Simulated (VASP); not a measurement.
The system is GaN.

```
Ga N
1.0
     3.18000    0.00000    0.00000
    -1.59000    2.75396    0.00000
     0.00000    0.00000    5.16600
Ga N
2 2
Direct
  0.33333 0.66667 0.00000
  0.66667 0.33333 0.50000
  0.33333 0.66667 0.37500
  0.66667 0.33333 0.87500
```

* Program: VASP 6.6.1
* Task: relaxation of cell and atoms
* Functional: PBE
* Potentials or basis: VASP PAW PBE potentials, release 64 (Ga_d, N)
* Cutoff: 520 eV
* k mesh: 15 × 15 × 8
* Occupations: gaussian, width 0.02 eV
* Spin: no spin polarisation

At the start: pressure 7.5 GPa; volume 11.31 Å³/atom.

Q: How do energy, volume and symmetry change on relaxing?

A: Over 8 steps the energy falls by 10.4 meV/atom and the volume is 11.76 Å³/atom (+4.0 %); space group P6_3mc (No. 186, to 0.05 Å).

Step by step:
| step | energy change (eV) | largest force (eV/Å) | pressure (GPa) | volume (Å³) |
| --- | --- | --- | --- | --- |
| 1 | 0.0000 | 0.1347 | 7.48 | 45.24 |
| 2 | -0.0087 | 0.0608 | -5.73 | 48.79 |
| 3 | -0.0416 | 0.0141 | -0.01 | 47.05 |
| 4 | -0.0416 | 0.0165 | 0.13 | 47.02 |
| 5 | -0.0416 | 0.0055 | 0.13 | 47.02 |
| 6 | -0.0416 | 0.0002 | 0.14 | 47.01 |
| 7 | -0.0416 | 0.0014 | -0.06 | 47.07 |
| 8 | -0.0416 | 0.0015 | 0.00 | 47.05 |

Final structure:
```xyz
4
Lattice="3.2186 0.0000 0.0000 -1.6093 2.7874 0.0000 0.0000 0.0000 5.2446" Properties=species:S:1:pos:R:3 pbc="T T T"
Ga    0.0000    1.8583    5.2402
Ga    1.6093    0.9291    2.6179
N     0.0000    1.8583    1.9711
N     1.6093    0.9291    4.5934
```
